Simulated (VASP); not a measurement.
OSZICAR of a VASP run on KBr (rock salt):

**OSZICAR**
```
...
DAV:  97     0.188550175624E+03   -0.62916E+00   -0.78656E-01   404   0.133E+01    0.146E+02
DAV:  98     0.188181687116E+03   -0.36849E+00   -0.33025E-01   488   0.702E+00    0.151E+02
DAV:  99     0.187670633569E+03   -0.51105E+00   -0.85188E-01   396   0.210E+01    0.159E+02
DAV: 100     0.187258929709E+03   -0.41170E+00   -0.43533E-01   392   0.100E+01    0.160E+02
DAV: 101     0.187038222044E+03   -0.22071E+00   -0.45616E-01   424   0.973E+00    0.164E+02
DAV: 102     0.189559887467E+03    0.25217E+01   -0.13193E+01   384   0.399E+01    0.113E+02
DAV: 103     0.190193363713E+03    0.63348E+00   -0.16015E+00   384   0.135E+01    0.992E+01
DAV: 104     0.180431816159E+03   -0.97615E+01   -0.66400E+01   388   0.965E+01    0.203E+02
DAV: 105     0.179422977644E+03   -0.10088E+01   -0.84941E+00   384   0.455E+01    0.179E+02
DAV: 106     0.190561983110E+03    0.11139E+02   -0.61772E+01   452   0.919E+01    0.107E+02
DAV: 107     0.191179999815E+03    0.61802E+00   -0.65347E+00   568   0.366E+01    0.981E+01
DAV: 108     0.191746352713E+03    0.56635E+00   -0.84598E+00   456   0.425E+01    0.670E+01
DAV: 109     0.191437110997E+03   -0.30924E+00   -0.11613E+00   400   0.189E+01    0.891E+01
DAV: 110     0.106581316036E+03   -0.84856E+02   -0.77334E+02   548   0.405E+02    0.467E+01
DAV: 111     0.193565483887E+03    0.86984E+02   -0.37674E+02   384   0.199E+02    0.611E+01
DAV: 112     0.191764180422E+03   -0.18013E+01   -0.46197E+01   664   0.750E+01    0.125E+02
DAV: 113     0.192516150075E+03    0.75197E+00   -0.11284E+01   384   0.409E+01    0.879E+01
DAV: 114     0.187174150259E+03   -0.53420E+01   -0.35915E+01   388   0.841E+01    0.229E+02
DAV: 115     0.169201927666E+03   -0.17972E+02   -0.81562E+01   512   0.106E+02    0.177E+02
DAV: 116    -0.646456937015E+03   -0.81566E+03   -0.49549E+03   724   0.888E+02    0.567E+02
DAV: 117     0.224157342342E+03    0.87061E+03   -0.24306E+03   624   0.540E+02    0.313E+01
DAV: 118     0.147386593087E+03   -0.76771E+02   -0.51039E+02   480   0.357E+02    0.225E+02
DAV: 119     0.178939413055E+03    0.31553E+02   -0.21406E+02   428   0.142E+02    0.129E+02
DAV: 120     0.175014260058E+03   -0.39252E+01   -0.16961E+01   384   0.481E+01    0.111E+02
DAV: 121     0.189489932213E+03    0.14476E+02   -0.39722E+01   404   0.584E+01    0.103E+02
DAV: 122     0.188274528320E+03   -0.12154E+01   -0.82488E+00   520   0.549E+01    0.155E+02
DAV: 123     0.191580976158E+03    0.33064E+01   -0.17027E+01   388   0.608E+01    0.805E+01
DAV: 124     0.179264430132E+03   -0.12317E+02   -0.98821E+01   384   0.139E+02    0.170E+02
DAV: 125     0.188248810920E+03    0.89844E+01   -0.18638E+01   384   0.461E+01    0.149E+02
DAV: 126     0.189071380247E+03    0.82257E+00   -0.16712E+01   384   0.505E+01    0.173E+02
DAV: 127     0.191726210263E+03    0.26548E+01   -0.76534E+00   460   0.315E+01    0.128E+02
DAV: 128     0.191690219640E+03   -0.35991E-01   -0.12549E+00   568   0.215E+01    0.130E+02
DAV: 129     0.190797750443E+03   -0.89247E+00   -0.39107E+00   400   0.296E+01    0.163E+02
DAV: 130     0.182028214335E+03   -0.87695E+01   -0.41786E+01   464   0.753E+01    0.188E+02
DAV: 131     0.191437939003E+03    0.94097E+01   -0.35525E+01   420   0.656E+01    0.130E+02
DAV: 132     0.191393238775E+03   -0.44700E-01   -0.68680E+00   480   0.293E+01    0.153E+02
DAV: 133     0.189798989318E+03   -0.15942E+01   -0.40934E+00   384   0.276E+01    0.189E+02
DAV: 134     0.184195233917E+03   -0.56038E+01   -0.16930E+01   384   0.475E+01    0.241E+02
DAV: 135     0.191751996211E+03    0.75568E+01   -0.31179E+01   400   0.779E+01    0.134E+02
DAV: 136     0.188773294301E+03   -0.29787E+01   -0.10628E+01   384   0.445E+01    0.215E+02
DAV: 137     0.190610284925E+03    0.18370E+01   -0.28420E+00   392   0.209E+01    0.167E+02
DAV: 138     0.191190305663E+03    0.58002E+00   -0.11825E+00   480   0.161E+01    0.154E+02
DAV: 139     0.186184789338E+03   -0.50055E+01   -0.26439E+01   384   0.631E+01    0.191E+02
DAV: 140     0.192779759143E+03    0.65950E+01   -0.37218E+01   400   0.713E+01    0.892E+01
DAV: 141     0.163815478723E+03   -0.28964E+02   -0.23247E+02   516   0.223E+02    0.174E+02
DAV: 142     0.193599440304E+03    0.29784E+02   -0.18885E+02   384   0.141E+02    0.627E+01
DAV: 143     0.190803254505E+03   -0.27962E+01   -0.19158E+01   384   0.556E+01    0.172E+02
DAV: 144     0.191592965964E+03    0.78971E+00   -0.10603E+00   440   0.129E+01    0.146E+02
DAV: 145     0.192685750309E+03    0.10928E+01   -0.31978E+00   384   0.246E+01    0.108E+02
DAV: 146     0.192539952862E+03   -0.14580E+00   -0.23659E+00   480   0.357E+01    0.117E+02
DAV: 147     0.127601154821E+03   -0.64939E+02   -0.52611E+02   508   0.301E+02    0.112E+02
DAV: 148     0.194512180968E+03    0.66911E+02   -0.35415E+02   464   0.207E+02    0.496E+01
DAV: 149     0.742281156118E+02   -0.12028E+03   -0.95721E+02   472   0.505E+02    0.308E+01
DAV: 150     0.196045885691E+03    0.12182E+03   -0.55030E+02   392   0.270E+02    0.119E+01
DAV: 151     0.192955236299E+03   -0.30906E+01   -0.78904E+01   504   0.780E+01    0.931E+01
DAV: 152     0.178044084481E+03   -0.14911E+02   -0.84300E+01   412   0.121E+02    0.181E+02
DAV: 153     0.179832528053E+03    0.17884E+01   -0.13006E+01   528   0.611E+01    0.134E+02
DAV: 154     0.192379562888E+03    0.12547E+02   -0.72238E+01   428   0.956E+01    0.786E+01
DAV: 155     0.192486648007E+03    0.10709E+00   -0.38313E+00   548   0.239E+01    0.113E+02
DAV: 156     0.193271060087E+03    0.78441E+00   -0.15561E+00   516   0.199E+01    0.843E+01
DAV: 157     0.185529211508E+03   -0.77418E+01   -0.55251E+01   384   0.106E+02    0.184E+02
DAV: 158     0.182055080269E+03   -0.34741E+01   -0.49256E+01   404   0.974E+01    0.158E+02
DAV: 159     0.193905981482E+03    0.11851E+02   -0.59142E+01   384   0.780E+01    0.419E+01
DAV: 160     0.192388135524E+03   -0.15178E+01   -0.64616E+00   384   0.308E+01    0.104E+02
DAV: 161     0.192874493897E+03    0.48636E+00   -0.59241E-01   460   0.112E+01    0.859E+01
DAV: 162     0.192577998913E+03   -0.29649E+00   -0.86561E+00   504   0.374E+01    0.840E+01
DAV: 163     0.171792577189E+03   -0.20785E+02   -0.18765E+02   560   0.186E+02    0.206E+02
DAV: 164     0.187717010067E+03    0.15924E+02   -0.58679E+01   384   0.132E+02    0.106E+02
DAV: 165     0.190514332654E+03    0.27973E+01   -0.23559E+01   388   0.536E+01    0.178E+02
DAV: 166     0.192032375355E+03    0.15180E+01   -0.12748E+01   420   0.374E+01    0.115E+02
DAV: 167     0.331135606657E+02   -0.15892E+03   -0.14057E+03   528   0.527E+02    0.557E+01
DAV: 168     0.193403298692E+03    0.16029E+03   -0.54060E+02   400   0.253E+02    0.350E+01
DAV: 169     0.192756747308E+03   -0.64655E+00   -0.13561E+02   580   0.951E+01    0.141E+02
DAV: 170     0.191536256477E+03   -0.12205E+01   -0.82493E+00   488   0.311E+01    0.167E+02
DAV: 171     0.188320426296E+03   -0.32158E+01   -0.96592E+00   388   0.381E+01    0.202E+02
DAV: 172     0.190703676883E+03    0.23833E+01   -0.42249E+00   420   0.252E+01    0.167E+02
DAV: 173     0.190011719908E+03   -0.69196E+00   -0.70725E-01   448   0.111E+01    0.185E+02
DAV: 174     0.189820251787E+03   -0.19147E+00   -0.15991E+00   388   0.378E+01    0.186E+02
DAV: 175     0.191228556938E+03    0.14083E+01   -0.29126E+00   440   0.207E+01    0.156E+02
DAV: 176     0.190820936660E+03   -0.40762E+00   -0.17792E+00   512   0.178E+01    0.164E+02
DAV: 177     0.189854272861E+03   -0.96666E+00   -0.11025E+00   384   0.133E+01    0.179E+02
DAV: 178     0.186062486309E+03   -0.37918E+01   -0.10422E+01   492   0.365E+01    0.192E+02
DAV: 179     0.191824812610E+03    0.57623E+01   -0.28824E+01   404   0.522E+01    0.136E+02
DAV: 180     0.188155619653E+03   -0.36692E+01   -0.15149E+01   384   0.475E+01    0.200E+02
DAV: 181     0.191228755440E+03    0.30731E+01   -0.80589E+00   384   0.325E+01    0.149E+02
DAV: 182     0.184252602647E+03   -0.69762E+01   -0.32510E+01   384   0.687E+01    0.213E+02
DAV: 183     0.191943715258E+03    0.76911E+01   -0.34631E+01   384   0.615E+01    0.135E+02
DAV: 184     0.185453991098E+03   -0.64897E+01   -0.31200E+01   384   0.712E+01    0.212E+02
DAV: 185     0.191925680912E+03    0.64717E+01   -0.26719E+01   408   0.563E+01    0.125E+02
DAV: 186     0.186729105334E+03   -0.51966E+01   -0.22586E+01   384   0.596E+01    0.204E+02
DAV: 187     0.192221668446E+03    0.54926E+01   -0.29743E+01   384   0.559E+01    0.117E+02
DAV: 188     0.190084543131E+03   -0.21371E+01   -0.85319E+00   384   0.396E+01    0.187E+02
DAV: 189     0.190082737227E+03   -0.18059E-02   -0.17770E+00   456   0.167E+01    0.170E+02
DAV: 190     0.188998725730E+03   -0.10840E+01   -0.28607E+00   384   0.322E+01    0.180E+02
DAV: 191     0.558548108511E+02   -0.13314E+03   -0.91028E+02   500   0.357E+02    0.297E+01
DAV: 192     0.201507287347E+03    0.14565E+03   -0.81448E+02   400   0.266E+02    0.584E+01
DAV: 193     0.188298971353E+03   -0.13208E+02   -0.12059E+02   396   0.112E+02    0.273E+02
DAV: 194     0.188810368256E+03    0.51140E+00   -0.58330E+00   512   0.277E+01    0.185E+02
DAV: 195     0.191653608848E+03    0.28432E+01   -0.80775E+00   452   0.378E+01    0.129E+02
DAV: 196     0.190831666424E+03   -0.82194E+00   -0.26620E+00   388   0.220E+01    0.167E+02
DAV: 197     0.188646721133E+03   -0.21849E+01   -0.52204E+00   444   0.285E+01    0.205E+02
DAV: 198     0.191728855758E+03    0.30821E+01   -0.10017E+01   384   0.360E+01    0.133E+02
DAV: 199     0.187418792535E+03   -0.43101E+01   -0.17299E+01   400   0.541E+01    0.214E+02
DAV: 200     0.191977552512E+03    0.45588E+01   -0.17188E+01   384   0.490E+01
   1 F= 0.19197755E+03 E0= 0.19197755E+03  d E =-.511488E-14
       N       E                     dE             ncg
       N       E                     dE             ncg
       N       E                     dE             ncg
       N       E                     dE             ncg
       N       E                     dE             ncg
```

### Question
Which electronic solver shows in the log?

### Answer
It is blocked Davidson (ALGO = Normal, or the opening steps of other solvers). The INCAR had ALGO = Normal.

### Question
Can the final energy be trusted as converged?

### Answer
The run did not converge; its last values are not results. It stopped with EDIFF = 1E-6, NELM = 200 (modified Becke-Johnson potential (mBJ), plane waves, VASP's PBE PAW potentials (set 64)). mBJ is a potential without an energy functional, so only the levels count.

The compound is KBr in the rock salt structure. It was relaxed first. The cell's shape comes from a PBE relaxation.
